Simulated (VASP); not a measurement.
Consider the following.

```
LiF
1.0
    0.00000     2.01500     2.01500
    2.01500     0.00000     2.01500
    2.01500     2.01500     0.00000
Li F
1 1
Direct
  0.00000   0.00000   0.00000
  0.50000   0.50000   0.50000
```
Cell charge -0.1.

All values below come from PBE GGA, VASP's PBE PAW potentials (set 64) (plane waves; VASP). Run with NELECT = 10.1, 520 eV cut-off, 10×10×10 Γ-centred mesh, Gaussian smearing of 0.050 eV, potentials Li_sv F.

The cell is charged, with a uniform compensating background.

Task: Give the stress tensor in GPa (positive for a compressed cell).

Result: 
```
16.02   0.00   0.00
 0.00  16.02   0.00
 0.00   0.00  16.02
```
The pressure is its mean diagonal, 16.02 GPa.

The compound is LiF in the rock salt structure. The cell was not relaxed at this level. The run is one of a series of settings (NELECT = 10.1 against the base run), some of them coarse on purpose.
